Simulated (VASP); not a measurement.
An input for Quantum ESPRESSO's pw.x (written as the equivalent of a VASP run, and not itself run):

```
&CONTROL
  calculation = 'scf'
  pseudo_dir = './pseudo'
  outdir = './out'
  tprnfor = .true.
  tstress = .true.
/
&SYSTEM
  ibrav = 0
  nat = 5
  ntyp = 3
  ecutwfc = 84
  occupations = 'tetrahedra'
  input_dft = 'vdw-df2'
/
&ELECTRONS
  conv_thr = 7.3e-09
  electron_maxstep = 100
/
ATOMIC_SPECIES
  Ba 137.327 Ba.upf
  Ti 47.867 Ti.upf
  O 15.999 O.upf
CELL_PARAMETERS angstrom
     4.0447805    0.0000000    0.0000000
     0.0000000    4.0447805   -0.0000000
     0.0000000   -0.0000000    4.3561431
ATOMIC_POSITIONS crystal
  Ba   0.0000000  0.0000000  0.0147099
  Ti   0.5000000  0.5000000  0.5335444
  O    0.5000000  0.5000000  0.9538847
  O    0.0000000  0.5000000  0.4809305
  O    0.5000000  0.0000000  0.4809305
K_POINTS automatic
  6 6 6 0 0 0
```

### Question
Translate this input to VASP (INCAR, KPOINTS, POSCAR, choice of POTCAR).

### Answer
Several could match; the one computed here: 
**INCAR**
```
AGGAC=0.0
ALGO=Normal
EDIFF=1E-7
ENCUT=520
GGA=ML
ISIF=2
ISMEAR=-5
LASPH=T
LCHARG=T
LEFG=T
LMAXMIX=4
LORBIT=11
LREAL=F
LUSE_VDW=T
LWAVE=F
NEDOS=601
NELM=100
PREC=Accurate
SYSTEM=BaTiO3
ZAB_VDW=-1.8867
```

File POSCAR:
```
BaTiO3
1
    4.0447804612     0.0000000000     0.0000000000
    0.0000000000     4.0447804612    -0.0000000000
    0.0000000000    -0.0000000000     4.3561431175
Ba Ti O
1 1 3
Direct
  0.0000000000   0.0000000000   0.0147098990
  0.5000000000   0.5000000000   0.5335444481
  0.5000000000   0.5000000000   0.9538846784
  0.0000000000   0.5000000000   0.4809304872
  0.5000000000   0.0000000000   0.4809304872
```

### KPOINTS
```
K-points
0
G
  6 6 6
0 0 0
```

POTCAR, in this order: Ba_sv Ti_sv O (PBE.64 set). Program: vasp_std.

Limits of the translation: the potentials are each code's own (VASP's PAW set, PseudoDojo norm-conserving files in pw.x), so ENCUT and ecutwfc are chosen apart and not converted; conv_thr bounds pw.x's estimated SCF error, while EDIFF bounds the energy change between steps; the field gradients of LEFG aren't asked of the other code.

The compound is BaTiO3 in the tetragonal perovskite structure. It was relaxed first, which changed the volume by +11 %.
